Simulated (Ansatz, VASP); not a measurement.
**Ca3AsP: VASP beside Ansatz**

The input INCAR:

```
SYSTEM = Ca3AsP
  ALGO = Fast
  EDIFF = 1E-6
  ENCUT = 520
  GGA = PE
  ISIF = 2
  ISMEAR = 0
  LASPH = .True.
  LCHARG = .False.
  LREAL = .False.
  LWAVE = .False.
  NBANDS = 28
  NELM = 100
  PREC = Accurate
  SIGMA = 0.05
```

KPOINTS

```
k-points
0
Gamma
  4 4 4
  0 0 0
```

File POSCAR:

```
Ca3AsP
1.0
    5.4152639208      0.0000000000      0.0000000000
    0.0000000000      5.4152639208      0.0000000000
    0.0000000000      0.0000000000      5.4152639208
P As Ca
1 1 3
Direct
    0.0000000000      0.0000000000      0.0000000000
    0.5000000000      0.5000000000      0.5000000000
    0.5000000000      0.5000000000      0.0000000000
    0.5000000000      0.0000000000      0.5000000000
    0.0000000000      0.5000000000      0.5000000000
```

Input for Ansatz:

```yaml
crystal:
  lattice:
    - [5.4152639208, 0.0, 0.0]
    - [0.0, 5.4152639208, 0.0]
    - [0.0, 0.0, 5.4152639208]
  atoms:
    - { symbol: P, position: [0.0, 0.0, 0.0] }
    - { symbol: As, position: [0.5, 0.5, 0.5] }
    - { symbol: Ca, position: [0.5, 0.5, 0.0] }
    - { symbol: Ca, position: [0.5, 0.0, 0.5] }
    - { symbol: Ca, position: [0.0, 0.5, 0.5] }
basis:
  ecutwfc: 420
kpoints:
  mp_grid: { grid: [4, 4, 4] }
hamiltonian:
  xc: pbe
scf:
  occupations: { method: gaussian, width: 0.05 }
output:
  forces: true
  stress: true
  eigenvalues: true
```

The cell comes from a database or a generator and needn't be the stable form of this composition.

Alike in both runs: task single point; functional PBE; k mesh 4 × 4 × 4; occupations gaussian, width 0.05 eV; no spin polarisation.

|  | VASP | Ansatz |
| --- | --- | --- |
| version | VASP 6.6.1 | Ansatz 0.2.0 |
| potentials or method | VASP PAW PBE potentials, release 64 (P, As, Ca_sv) | scalar-relativistic, plane waves, PAW |
| plane-wave cutoff (eV) | 520 | 420 |
| valence electrons in the cell | 40 | 50 |

```csv
,VASP,Ansatz,Ansatz less VASP
gap on the k mesh at the Fermi level (eV),0.11,0.12,+0.005
least direct gap on the mesh (eV),0.11,0.12,+0.005
pressure (GPa),0.1,0.0,-0.14
```

The functional is the same, so the differences come from potentials, cutoffs and numerics. The two sets of potentials don't hold the same shells in valence.

As with any semilocal functional, this PBE gap is likely too small.
